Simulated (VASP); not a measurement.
Input:

```
CrGe2
1.0
    0.00000     2.99294     2.99294
    2.99294     0.00000     2.99294
    2.99294     2.99294     0.00000
Cr Ge
1 2
Direct
  0.00000   0.00000   0.00000
  0.25000   0.25000   0.25000
  0.75000   0.75000   0.75000
```
Starting moments (μB, in the order of the record's atoms Cr Ge Ge): 3.4 0.0 0.0.

The numbers are results of r2SCAN meta-GGA, VASP's PBE PAW potentials (set 64) (plane waves; VASP), not measurements. Numerical set-up: 400 eV cut-off, 8×8×8 Γ-centred mesh, first-order Methfessel-Paxton smearing of 0.10 eV, potentials Cr_pv Ge_d.

The moments were started parallel, and other spin orders were not tried in this run.

**Question.** Predict the cell moment, energy per atom (σ→0), band gap (on the k-mesh) with the smallest direct gap where there is one.

**Answer.** 
The band gap (on the k-mesh) comes out as none (metal, semimetal or under 0.01 eV) and the cell moment is 3.47 μB. The energy per atom (σ→0) is -14094 meV/atom.

**Question.** Give the moment on each site (PAW-sphere projection).

**Answer.** 
```json
[
 {"site": "Cr1", "moment (μB)": "3.39"},
 {"site": "Ge2", "moment (μB)": "-0.04"},
 {"site": "Ge3", "moment (μB)": "-0.04"}
]
```

The structure was generated: CrGe2 was put into the fluorite type (Fm-3m), which need not be its known phase. It was relaxed first. The start is the result of an earlier pass.
